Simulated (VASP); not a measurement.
Molecule: OSiH2, in a box.

```
O Si H
1.0
    10.00000    0.00000    0.00000
     0.00000   12.00000    0.00000
     0.00000    0.00000   12.00000
O Si H
1 1 2
Cartesian
  4.6514 6.6461 7.3329
  4.9280 6.2425 5.8983
  5.3746 4.8866 5.4872
  4.7847 7.1554 4.7351
```

Base run:

- Program: VASP 6.6.1
- Functional: PBE
- Potentials or basis: VASP PAW PBE potentials, release 64 (O, Si, H)
- Cutoff: 520 eV
- k mesh: 1 × 1 × 1
- Occupations: gaussian, width 0.01 eV
- Spin: no spin polarisation

Its results: gap between the frontier levels 3.62 eV; largest force 1.076 eV/Å.

Question: The run is repeated on the same cell with these changes: functional from PBE to BEEF-vdW; further incar settings from ALGO = Normal; EDIFF = 1e-07; NBANDS = 14 to ALGO = Fast; EDIFF = 1e-07; NBANDS = 14. What comes out?

Answer: Gap between the frontier levels 3.71 eV; largest force 0.831 eV/Å.

Caveats: the PAW data sets were made with another functional, which shifts forces and pressure a little (some runs).

